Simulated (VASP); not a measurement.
# YRh with and without spin-orbit coupling, part 3 of 4

What does spin-orbit coupling change in YRh, and what does it cost? All runs use PBEsol. Left out of this account: 1 further run (self-consistent run: a reference on another mesh). The start is a cell from a database of measured crystal structures.

VASP 6.6.1, plane waves and PAW; the level of theory is named at each step.

So far. Step 3 (Band structure (PBEsol + SOC)): Of the bands kept, 6 cross the Fermi level on this path (spinor bands, one electron each). Step 4 (Total and projected DOS (PBEsol)): Of the states within 0.3 eV of the Fermi level, the largest shares in the PAW spheres are Rh d 45 %, Y d 16 % and Y p 8 %. The rest lies in smaller channels or between the spheres.

## Step 5: Density of states (PBEsol + SOC)

This step: PBEsol, spin-orbit coupling; plane waves and PAW (Y_sv, Rh_pv) (VASP 6.6.1).

Here the states are counted by energy and projected on the atoms.

The input, INCAR:

```
SYSTEM = YRh
PREC = Accurate
ENCUT = 400
EDIFF = 1E-06
NELM = 100
ISMEAR = -5
SIGMA = 0.05
LREAL = .FALSE.
ALGO = Normal
GGA = PS
LNONCOLLINEAR = .TRUE.
MAGMOM = 0 0 0 0 0 0
NBANDS = 38
GGA_COMPAT = .FALSE.
LASPH = .TRUE.
LSORBIT = .TRUE.
LMAXMIX = 4
LORBIT = 11
LWAVE = .FALSE.
LCHARG = .FALSE.
KPAR = 2
NEDOS = 2001
```

The input, POSCAR:

```
YRh
1.0
    3.4070000000      0.0000000000      0.0000000000
    0.0000000000      3.4070000000      0.0000000000
    0.0000000000      0.0000000000      3.4070000000
Y Rh
1 1
Direct
    0.5000000000      0.5000000000      0.5000000000
    0.0000000000      0.0000000000      0.0000000000
```

The input, KPOINTS:

```
Automatic mesh
0
Gamma
10 10 10
0 0 0
```

The projector-augmented-wave data sets are Y_sv and Rh_pv (PBE family, release 64).

The run is started by

```sh
$ mpirun -np 2 vasp_ncl
```

Log:

```text
[... set-up lines as in an earlier step ...]
 entering main loop
       N       E                     dE             d eps       ncg     rms          rms(c)
DAV:   1     0.197395402203E+03    0.19740E+03   -0.12665E+04  4608   0.118E+03
DAV:   2    -0.693564566827E+01   -0.20433E+03   -0.19675E+03  4650   0.372E+02
DAV:   3    -0.169887939321E+02   -0.10053E+02   -0.98615E+01  6662   0.704E+01
DAV:   4    -0.173577655384E+02   -0.36897E+00   -0.36864E+00  5576   0.971E+00
DAV:   5    -0.173651206799E+02   -0.73551E-02   -0.74219E-02  5496   0.129E+00    0.374E+01
DAV:   6    -0.168836916426E+02    0.48143E+00   -0.78424E-01  5044   0.734E+00    0.217E+01
DAV:   7    -0.169358693327E+02   -0.52178E-01   -0.12218E+00  5870   0.612E+00    0.131E+01
DAV:   8    -0.167808905687E+02    0.15498E+00   -0.85475E-01  4718   0.674E+00    0.260E+00
DAV:   9    -0.167707840983E+02    0.10106E-01   -0.78214E-02  4604   0.227E+00    0.138E+00
DAV:  10    -0.167663054095E+02    0.44787E-02   -0.17057E-02  5366   0.886E-01    0.328E-01
DAV:  11    -0.167662772885E+02    0.28121E-04   -0.10908E-03  4668   0.238E-01    0.805E-02
DAV:  12    -0.167662997709E+02   -0.22482E-04   -0.54468E-05  4870   0.555E-02    0.938E-02
DAV:  13    -0.167662972693E+02    0.25016E-05   -0.13876E-05  4856   0.317E-02    0.188E-02
DAV:  14    -0.167662963439E+02    0.92543E-06   -0.38260E-06  4774   0.156E-02
   1 F= -.16766296E+02 E0= -.16766296E+02  d E =0.000000E+00  mag=     0.0000    -0.0000     0.0000
 [... a notice as in an earlier step ...]
```

Elapsed: 73 s, on 2 MPI ranks of AMD EPYC 7R43, shared host; peak memory 0.48 GiB; 2.4 min of CPU time.

OUTCAR, selected parts (step 5):

```text
   NELECT =      26.0000    total number of electrons

 E-fermi :   6.5497

 k-point     1 :       0.0000    0.0000    0.0000
  band No.  band energies     occupation
    ...
     22       4.8430      1.00000
     23       4.8430      1.00000
     24       4.8430      1.00000
     25       5.0646      1.00000
     26       5.0646      1.00000
     27       8.8105      0.00000
     28       8.8105      0.00000
     29       8.8105      0.00000
     30       8.8105      0.00000
     31      12.4928      0.00000
    ...

  Total       -0.7541712     -0.7541712     -0.7541712     -0.0000000      0.0000000     -0.0000000
  in kB      -30.5537238    -30.5537238    -30.5537238     -0.0000000      0.0000000     -0.0000000
  external PRESSURE =     -30.5537238 kB  Pullay stress =       0.0000000 kB

  FREE ENERGIE OF THE ION-ELECTRON SYSTEM (eV)
  ---------------------------------------------------
  free  energy   TOTEN  =       -16.7662963439 eV

  energy  without entropy=      -16.7662963439  energy(sigma->0) =      -16.76629634

 Spin-Orbit-Coupling matrix elements
 Ion:    1  E_soc:     -0.1014950
 Ion:    2  E_soc:     -0.3119591

 magnetization (x)
# of ion       s       p       d       f       tot
--------------------------------------------------
    1       -0.000   0.000   0.000   0.000  -0.000
    2        0.000  -0.000   0.000   0.000   0.000
--------------------------------------------------
tot         -0.000  -0.000   0.000   0.000  -0.000

 magnetization (y)
# of ion       s       p       d       f       tot
--------------------------------------------------
    1        0.000   0.000   0.000   0.000   0.000
    2        0.000  -0.000   0.000   0.000   0.000
--------------------------------------------------
tot          0.000  -0.000   0.000   0.000   0.000

 magnetization (z)
# of ion       s       p       d       f       tot
--------------------------------------------------
    1       -0.000   0.000  -0.000   0.000  -0.000
    2       -0.000  -0.000   0.000   0.000   0.000
--------------------------------------------------
tot         -0.000  -0.000   0.000   0.000   0.000

[... 9 parts as in an earlier step ...]

[... 9 further parts left out ...]
```

This step gave:

```yaml
scf_cycles: 14
bands: 38
free_energy_toten: -16.77 eV
fermi_energy: 6.550 eV
pressure: -3.055 GPa
dos_at_the_fermi_level: 0.7800 states/eV/cell
```

On-site spin-orbit energy by atom:

```tsv
atom	on-site spin-orbit energy (eV)
Y1	-0.101
Rh2	-0.312
```

The density of states has structure finer than the step of the table below, so its rows give means over 0.5 eV, whole bins alone (the curve runs from -12.0 to 2.41 eV). Peaks (eV: height): total -3.15: 5.02, -2.47: 8.07, -1.80: 7.24, -1.42: 4.93; Rh d -3.15: 2.90, -2.47: 5.71, -1.80: 5.52, -1.42: 3.73; Y d -3.15: 0.488, -2.47: 0.807, 1.84: 1.32; Y p -2.47: 0.344, -1.80: 0.358, -1.42: 0.221, 2.12: 0.333; Rh s -3.72: 0.219, -2.47: 0.0647, -1.80: 0.0954.

States under -12.0 eV and over 2.4 eV are left out. Density of states against energy, zero at the Fermi level; means over each step; values in states/eV/cell:

```tsv
energy (eV)	total	Rh d	Y d	Y p	Rh s	Rh p	Y s
-6.5	0	0	0	0	0	0	0
-6.0	0.00490	0	0	7.4e-5	0.00119	1.6e-5	0.00109
-5.5	0.0881	3.0e-4	1.7e-4	0.00267	0.0210	6.8e-4	0.0190
-5.0	0.172	0.00273	0.00129	0.00953	0.0391	0.00236	0.0347
-4.5	0.271	0.0132	0.00489	0.0208	0.0568	0.00497	0.0490
-4.0	0.822	0.206	0.0773	0.0508	0.119	0.0102	0.0738
-3.5	3.04	1.42	0.325	0.127	0.196	0.0267	0.148
-3.0	3.92	2.34	0.376	0.121	0.0828	0.0420	0.122
-2.5	4.86	3.34	0.480	0.212	0.0455	0.0430	0.0359
-2.0	4.83	3.64	0.323	0.222	0.0462	0.0331	0.0105
-1.5	3.38	2.43	0.175	0.185	0.0643	0.0559	0.0255
-1.0	1.33	0.667	0.135	0.119	0.0514	0.0622	0.0300
-0.5	0.819	0.290	0.134	0.0845	0.0504	0.0508	0.0187
0.0	0.799	0.363	0.132	0.0615	0.0589	0.0350	0.00749
0.5	1.16	0.431	0.246	0.111	0.0653	0.0658	0.0193
1.0	1.69	0.453	0.527	0.167	0.0518	0.111	0.0350
1.5	1.91	0.433	0.785	0.156	0.0314	0.105	0.0253
2.0	2.57	0.555	1.15	0.276	0.0156	0.125	0.0104
```

The DOS at the Fermi level goes from 0.790 to 0.780 states/eV/cell, a number that is sensitive to the mesh. The run took 3.2 times the core time, with 38 spinor bands against 25. Of the states within 0.3 eV of the Fermi level, the largest shares in the PAW spheres are Rh d 45 %, Y d 16 % and Y p 8 %. The rest lies in smaller channels or between the spheres.

## Step 6: Full relaxation (PBEsol)

This step: PBEsol; plane waves and PAW (Y_sv, Rh_pv) (VASP 6.6.1).

Last, the cell itself: ISIF = 3 frees volume, shape and positions, first without the coupling.

The input, INCAR:

```
SYSTEM = YRh
PREC = Accurate
ENCUT = 400
EDIFF = 1E-06
NELM = 100
ISMEAR = -1
SIGMA = 0.05
LREAL = .FALSE.
ALGO = Normal
GGA = PS
NBANDS = 19
LASPH = .TRUE.
LORBIT = 11
LWAVE = .FALSE.
LCHARG = .FALSE.
KPAR = 2
IBRION = 2
NSW = 60
ISIF = 3
EDIFFG = -0.01
```

POSCAR is that of step 5.

KPOINTS is that of step 5.

The run is started by

```sh
$ mpirun -np 2 vasp_std
```

Log:

```text
[... set-up lines as in an earlier step ...]
 entering main loop
       N       E                     dE             d eps       ncg     rms          rms(c)
DAV:   1     0.170128120643E+03    0.17013E+03   -0.13057E+04  2200   0.116E+03
DAV:   2    -0.999108805432E+01   -0.18012E+03   -0.17631E+03  2326   0.343E+02
DAV:   3    -0.170165418707E+02   -0.70255E+01   -0.69610E+01  3485   0.576E+01
DAV:   4    -0.171498600537E+02   -0.13332E+00   -0.13319E+00  2503   0.581E+00
DAV:   5    -0.171521824654E+02   -0.23224E-02   -0.23223E-02  2810   0.605E-01    0.365E+01
DAV:   6    -0.166717712046E+02    0.48041E+00   -0.80184E-01  2440   0.719E+00    0.217E+01
DAV:   7    -0.167026468916E+02   -0.30876E-01   -0.18626E+00  2525   0.572E+00    0.101E+01
DAV:   8    -0.165700575854E+02    0.13259E+00   -0.10323E+00  2286   0.539E+00    0.225E+00
DAV:   9    -0.165575037702E+02    0.12554E-01   -0.84972E-02  2271   0.232E+00    0.920E-01
DAV:  10    -0.165571861522E+02    0.31762E-03   -0.36786E-03  2483   0.464E-01    0.145E-01
DAV:  11    -0.165572351427E+02   -0.48991E-04   -0.16131E-04  2356   0.106E-01    0.122E-01
DAV:  12    -0.165572346182E+02    0.52460E-06   -0.37190E-05  2348   0.460E-02    0.346E-02
DAV:  13    -0.165572341131E+02    0.50502E-06   -0.24932E-06  2167   0.130E-02
   1 F= -.16557234E+02 E0= -.16551176E+02  d E =-.165572E+02
 curvature:   0.00 expect dE= 0.000E+00 dE for cont linesearch  0.000E+00
 trial: gam= 0.00000 g(F)=  0.000E+00 g(S)=  0.418E-01 ort = 0.000E+00 (trialstep = 0.100E+01)
 search vector abs. value=  0.418E-01
 bond charge predicted
       N       E                     dE             d eps       ncg     rms          rms(c)
DAV:   1    -0.185133167840E+02   -0.19561E+01   -0.28583E+01  2211   0.466E+01    0.194E+01
DAV:   2    -0.188558817059E+02   -0.34256E+00   -0.51319E+01  2191   0.376E+01    0.186E+01
DAV:   3    -0.166166030749E+02    0.22393E+01   -0.88611E+00  2239   0.184E+01    0.521E+00
DAV:   4    -0.165422168711E+02    0.74386E-01   -0.42567E-01  2611   0.320E+00    0.176E+00
DAV:   5    -0.165421762641E+02    0.40607E-04   -0.70913E-02  3184   0.116E+00    0.168E+00
DAV:   6    -0.165507313734E+02   -0.85551E-02   -0.17107E-02  3054   0.770E-01    0.543E-01
DAV:   7    -0.165535343893E+02   -0.28030E-02   -0.13908E-02  3522   0.409E-01    0.462E-01
DAV:   8    -0.165535223082E+02    0.12081E-04   -0.28605E-04  2309   0.135E-01    0.203E-01
DAV:   9    -0.165535181471E+02    0.41611E-05   -0.64128E-05  2342   0.508E-02    0.500E-02
DAV:  10    -0.165535200039E+02   -0.18568E-05   -0.26302E-06  2244   0.127E-02    0.936E-03
DAV:  11    -0.165535199642E+02    0.39778E-07   -0.15361E-07  1088   0.233E-03
   2 F= -.16553520E+02 E0= -.16547964E+02  d E =0.371415E-02
 trial-energy change:    0.003714  1 .order    0.004554   -0.041787    0.050896
 step:   0.4644(harm=  0.4509)  dis= 0.00000  next Energy=   -16.567021 (dE=-0.979E-02)
 bond charge predicted
       N       E                     dE             d eps       ncg     rms          rms(c)
DAV:   1    -0.171233514168E+02   -0.56983E+00   -0.81995E+00  2189   0.258E+01    0.870E+00
DAV:   2    -0.172111922284E+02   -0.87841E-01   -0.12908E+01  2290   0.188E+01    0.121E+01
DAV:   3    -0.165752098266E+02    0.63598E+00   -0.44700E+00  2327   0.100E+01    0.119E+00
DAV:   4    -0.165622337459E+02    0.12976E-01   -0.14121E-01  2757   0.231E+00    0.122E+00
DAV:   5    -0.165640741320E+02   -0.18404E-02   -0.76386E-03  2580   0.524E-01    0.959E-01
DAV:   6    -0.165666277279E+02   -0.25536E-02   -0.35426E-03  3314   0.256E-01    0.234E-01
DAV:   7    -0.165671284966E+02   -0.50077E-03   -0.11236E-03  3329   0.152E-01    0.136E-01
DAV:   8    -0.165671312296E+02   -0.27330E-05   -0.25660E-05  2507   0.349E-02    0.110E-02
DAV:   9    -0.165671317786E+02   -0.54896E-06   -0.48053E-06  2675   0.119E-02
   3 F= -.16567132E+02 E0= -.16561345E+02  d E =-.989767E-02
 curvature:  -0.23 expect dE=-0.243E-05 dE for cont linesearch -0.243E-05
 trial: gam=-0.01582 g(F)=  0.118E-64 g(S)=  0.108E-04 ort = 0.672E-03 (trialstep = 0.893E+00)
 search vector abs. value=  0.290E-08
 reached required accuracy - stopping structural energy minimisation
```

Elapsed: 51 s, on 2 MPI ranks; peak memory 0.29 GiB.

Parts of OUTCAR (step 6):

```text
   k-points           NKPTS =     56   k-points in BZ     NKDIM =     56   number of bands    NBANDS=     19

   NELECT =      26.0000    total number of electrons

 E-fermi :   6.8345

 k-point     1 :       0.0000    0.0000    0.0000
  band No.  band energies     occupation
    ...
      9       2.7804      2.00000
     10       2.7804      2.00000
     11       5.1144      2.00000
     12       5.1144      2.00000
     13       5.1144      2.00000
     14       9.0984      0.00000
     15       9.0984      0.00000
     16      12.9317      0.00000
     17      12.9317      0.00000
     18      12.9317      0.00000
    ...

  Total       -0.0122211     -0.0122211     -0.0122211     -0.0000000      0.0000000      0.0000000
  in kB       -0.5079762     -0.5079762     -0.5079762     -0.0000000      0.0000000      0.0000000
  external PRESSURE =      -0.5079762 kB  Pullay stress =       0.0000000 kB

 POSITION                                       TOTAL-FORCE (eV/Angst)
 -----------------------------------------------------------------------------------
      1.68900      1.68900      1.68900         0.000000      0.000000      0.000000
      0.00000      0.00000      0.00000        -0.000000     -0.000000      0.000000
 -----------------------------------------------------------------------------------
    total drift:                                0.000000      0.000000     -0.000000

  FREE ENERGIE OF THE ION-ELECTRON SYSTEM (eV)
  ---------------------------------------------------
  free  energy   TOTEN  =       -16.5671317786 eV

  energy  without entropy=      -16.5555578710  energy(sigma->0) =      -16.56134482

 reached required accuracy - stopping structural energy minimisation

[... 6 parts as in an earlier step ...]

[... 10 further parts left out ...]
```

CONTCAR:

```
YRh
   1.00000000000000
     3.3779988264099465    0.0000000000000000   -0.0000000000000000
     0.0000000000000000    3.3779988264099465    0.0000000000000000
    -0.0000000000000000    0.0000000000000000    3.3779988264099465
  Y               Rh
     1     1
Direct
     0.5000000000000000    0.5000000000000000    0.5000000000000000
     0.0000000000000000    0.0000000000000000    0.0000000000000000
```

The run keeps the 48 symmetry operations of its start, so it cannot find a distortion of lower symmetry.

Step by step:

```tsv
step	energy less that of the first step (eV)	largest force (eV/Å)	pressure (GPa)	volume (Å³)
1	0.0000	0.0000	-3.08	39.55
2	0.0037	0.0000	3.96	37.41
3	-0.0099	0.0000	-0.05	38.55
```

```tsv
conventional cell, symmetrised	before	after	change
a (Å)	3.407	3.378	-0.9 %
b (Å)	3.407	3.378	-0.9 %
c (Å)	3.407	3.378	-0.9 %
volume (Å³/atom)	19.77	19.27	-2.5 %
```

The relaxed structure:

```xyz
2
Lattice="3.3780 0.0000 0.0000 0.0000 3.3780 0.0000 0.0000 0.0000 3.3780" Properties=species:S:1:pos:R:3 pbc="T T T"
Y     1.6890    1.6890    1.6890
Rh    0.0000    0.0000    0.0000
```

Numbers from this step:

- bands: 19
- free energy (TOTEN): -16.57 eV
- energy at zero smearing: -16.56 eV
- Fermi energy: 6.835 eV
- pressure: -0.05080 GPa
- SCF cycles over all ionic steps: 33

It ends with forces that vanish by symmetry and a pressure of -0.05 GPa.

(Continued in part 4 of 4.)

[Lines on the potential files, build, host, timing and source positions are cut from VASP's logs without a mark.]

[Logs are printed without paths, hosts, clocks, repeated set-up lines and the standing remarks that a program may print on its own settings, such as how far it seeks lower states.]

[Hosts, paths, dates, database ids (printed as entryN), source tags and the programs' standing remarks are cut or masked in the printed files.]

[A measured line is paired with the nearest computed mode of its activity, which favours agreement.]

[In band tables of VASP the shares of atoms and orbitals are scaled to a sum of 1 inside the atoms' spheres.]
